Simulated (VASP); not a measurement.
OSZICAR of a VASP run on GdN (rock salt):

### OSZICAR
```
       N       E                     dE             d eps       ncg     rms          rms(c)
DAV:   1     0.475265378270E+02    0.47527E+02   -0.57459E+03  1292   0.588E+02
DAV:   2    -0.163548705109E+02   -0.63881E+02   -0.59406E+02  1480   0.173E+02
DAV:   3    -0.184812103901E+02   -0.21263E+01   -0.21115E+01  1562   0.255E+01
DAV:   4    -0.184866449534E+02   -0.54346E-02   -0.54343E-02  1396   0.141E+00
DAV:   5    -0.184866568773E+02   -0.11924E-04   -0.11924E-04  1546   0.668E-02    0.268E+01
DAV:   6    -0.163795414544E+02    0.21071E+01   -0.88777E+00  1620   0.133E+01    0.252E+01
DAV:   7    -0.161701478217E+02    0.20939E+00   -0.88908E-01  1468   0.421E+00    0.165E+01
DAV:   8    -0.161684861170E+02    0.16617E-02   -0.11638E-01  1420   0.193E+00    0.357E+00
DAV:   9    -0.161624705972E+02    0.60155E-02   -0.10310E-02  1512   0.535E-01    0.427E-01
DAV:  10    -0.161624739236E+02   -0.33264E-05   -0.81477E-04  1396   0.162E-01    0.154E-01
DAV:  11    -0.161624243935E+02    0.49530E-04   -0.16194E-04  1688   0.609E-02    0.323E-02
DAV:  12    -0.161624223797E+02    0.20139E-05   -0.17436E-05  1490   0.254E-02    0.198E-02
DAV:  13    -0.161624222176E+02    0.16211E-06   -0.26055E-06  1252   0.865E-03
   1 F= -.16162422E+02 E0= -.16162262E+02  d E =-.321006E-03
```

### Question
Which electronic solver shows in the log?

### Answer
It is blocked Davidson (ALGO = Normal, or the opening steps of other solvers). The INCAR had ALGO = Normal.

### Question
Can the final energy be trusted as converged?

### Answer
Self-consistency was reached. It stopped with EDIFF = 1E-6, NELM = 100 (PBE GGA, plane waves, VASP's PBE PAW potentials (set 64)). The 4f electrons are frozen in the core of the lanthanide potential, so 4f levels, which can set the real gap, and their magnetism are missing.

The compound is GdN in the rock salt structure. The cell was not relaxed at this level. The run is one of a series of settings (NBANDS = 22 against the base run), some of them coarse on purpose.
